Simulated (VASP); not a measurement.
Input:

```yaml
crystal:
  lattice:
    - [4.20549, 0.00000, 0.00000]
    - [-2.10274, 3.64206, 0.00000]
    - [0.00000, 0.00000, 6.10988]
  atoms:
    - { symbol: Sn, position: [0.00000, 0.00000, 0.50000] }
    - { symbol: Br, position: [0.66667, 0.33333, 0.22540] }
    - { symbol: Br, position: [0.33333, 0.66667, 0.77460] }
```

The numbers are results of LDA (Ceperley-Alder, Perdew-Zunger), VASP's LDA PAW potentials (set 64) (plane waves; VASP), not measurements. Settings: 400 eV cut-off, Gaussian smearing of 0.050 eV, potentials Sn_d Br.

Unless said otherwise, spin-orbit coupling is left out, though it shifts the bands of the heavy elements here.

Task: What does the run give for the band gap (along the path) with the smallest direct gap where there is one?

Result: 
| Item | Value |
|---|---|
| band gap (along the path) | 1.55 eV |
| smallest direct gap (along the path) | 1.60 eV |

Total energies compare only between runs with the same potentials, cut-off and functional.

The structure comes from a computed database's SnBr2 entry (P-3m1); how it stands against other phases isn't given here. It was relaxed first, which changed the volume by -12 %.
